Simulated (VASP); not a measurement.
Crystal: VMoS3.

```
CELL_PARAMETERS angstrom
4.61644 0.00000 0.00000
0.00000 4.61644 0.00000
0.00000 0.00000 4.61644
ATOMIC_POSITIONS crystal
V 0.00000 0.00000 0.00000
Mo 0.50000 0.50000 0.50000
S 0.50000 0.00000 0.00000
S 0.00000 0.50000 0.00000
S 0.00000 0.00000 0.50000
```

The cell was built by a generator and needn't be a form met in nature.

```yaml
Program: VASP 6.6.1
Task: relaxation of cell and atoms
Functional: PBE
Potentials_or_basis: VASP PAW PBE potentials, release 64 (V_sv, Mo_sv, S)
Cutoff: 520 eV
k_mesh: 3 × 3 × 3
Occupations: gaussian, width 0.15 eV
Spin: collinear spin, ferromagnetic start
Starting_moments: "[2.0, 1.0, 0.0, 0.0, 0.0] μB"
```

At the start: pressure -3.1 GPa; volume 19.68 Å³/atom.

Q: Where does the relaxation end?

A: Over 3 steps the energy falls by 7.1 meV/atom and the volume is 18.96 Å³/atom (-3.6 %); space group Pm-3m (No. 221, to 0.05 Å); moment 4.34 μB per cell.

The path:
```csv
step,energy change (eV),largest force (eV/Å),pressure (GPa),volume (Å³)
1,0.0000,0.0000,-3.11,98.38
2,-0.0264,0.0000,1.68,93.04
3,-0.0355,0.0000,-0.44,94.80
```

Final structure:
```
CELL_PARAMETERS angstrom
4.55971 0.00000 0.00000
0.00000 4.55971 0.00000
0.00000 0.00000 4.55971
ATOMIC_POSITIONS crystal
V 0.00000 0.00000 0.00000
Mo 0.50000 0.50000 0.50000
S 0.50000 0.00000 0.00000
S 0.00000 0.50000 0.00000
S 0.00000 0.00000 0.50000
```

Caveat: the k mesh is coarse (spacing up to 0.45 Å⁻¹), so the values aren't converged; the relaxation stopped at a loose force limit of 0.08 eV/Å, so its end isn't a converged minimum.
